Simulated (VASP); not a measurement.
Crystal: CaZr2N2.

```
Ca Zr N
1.0
     3.96656    0.00000    0.00000
    -1.98328    3.43514    0.00000
     0.00000    0.00000    6.77533
Ca Zr N
1 2 2
Direct
  0.00000 0.00000 0.00000
  0.33333 0.66667 0.50000
  0.66667 0.33333 0.50000
  0.00000 0.00000 0.60928
  0.00000 0.00000 0.39072
```

The cell was built by a generator and needn't be a form met in nature.

```yaml
Program: VASP 6.6.1
Task: relaxation of cell and atoms
Functional: PBE
Potentials_or_basis: VASP PAW PBE potentials, release 64 (Ca_sv, Zr_sv, N)
Cutoff: 520 eV
k_mesh: 4 × 4 × 2
Occupations: gaussian, width 0.15 eV
Spin: no spin polarisation
```

At the start: pressure 20.4 GPa; volume 18.46 Å³/atom.

Problem. How do energy, volume and symmetry change on relaxing?

Solution. Over 11 steps the energy falls by 554.9 meV/atom and the volume is 20.24 Å³/atom (+9.6 %); space group P6/mmm (No. 191, to 0.05 Å).

Step by step:
| step | energy change (eV) | largest force (eV/Å) | pressure (GPa) | volume (Å³) |
| --- | --- | --- | --- | --- |
| 1 | 0.0000 | 0.7620 | 20.36 | 92.32 |
| 2 | -1.8583 | 0.5563 | -8.64 | 124.31 |
| 3 | -2.3166 | 0.0579 | -4.30 | 110.77 |
| 4 | -2.3209 | 0.0125 | -5.10 | 111.77 |
| 5 | -2.5890 | 3.2481 | 0.71 | 103.54 |
| 6 | -2.5934 | 2.8657 | -0.02 | 104.28 |
| 7 | -2.7287 | 0.8322 | 0.82 | 100.94 |
| 8 | -2.7314 | 0.5037 | 1.03 | 100.38 |
| 9 | -2.7741 | 0.1005 | -0.10 | 101.35 |
| 10 | -2.7742 | 0.1002 | -0.14 | 101.36 |
| 11 | -2.7745 | 0.0282 | -0.15 | 101.21 |

Final structure:
```cif
data_structure
_symmetry_space_group_name_H-M 'P 1'
_symmetry_Int_Tables_number 1
_cell_length_a 4.4692
_cell_length_b 4.4692
_cell_length_c 5.8509
_cell_angle_alpha 90.000
_cell_angle_beta 90.000
_cell_angle_gamma 120.000
_cell_volume 101.21
loop_
_atom_site_label
_atom_site_type_symbol
_atom_site_fract_x
_atom_site_fract_y
_atom_site_fract_z
_atom_site_occupancy
Ca1 Ca 0.00000 0.00000 0.00000 1
Zr1 Zr 0.33333 0.66667 0.50000 1
Zr2 Zr 0.66667 0.33333 0.50000 1
N1 N 0.00000 0.00000 0.61444 1
N2 N 0.00000 0.00000 0.38556 1
```

Caveat: the k mesh is coarse (spacing up to 0.46 Å⁻¹), so the values aren't converged.
